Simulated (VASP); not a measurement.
Given:

```
Sr
1.0
    0.00000     2.98996     2.98996
    2.98996     0.00000     2.98996
    2.98996     2.98996     0.00000
Sr
1
Cartesian
  2.98996   0.00000   2.98996
```

All values below come from PBE GGA with D4 dispersion, VASP's PBE PAW potentials (set 64) (plane waves; VASP). Run with 520 eV cut-off, 8×8×8 Γ-centred mesh, Gaussian smearing of 0.050 eV, potentials Sr_sv.

Question: Estimate the energy per atom (σ→0), band gap (on the k-mesh) with the smallest direct gap where there is one.

Answer: 
```yaml
band gap (on the k-mesh): none (metal, semimetal or under 0.01 eV)
energy per atom (σ→0): -172.4 kJ/mol-atom
```

The absolute energy has meaning only against runs of the same code, potentials and settings.

The compound is Sr in the fcc structure. It was relaxed first.
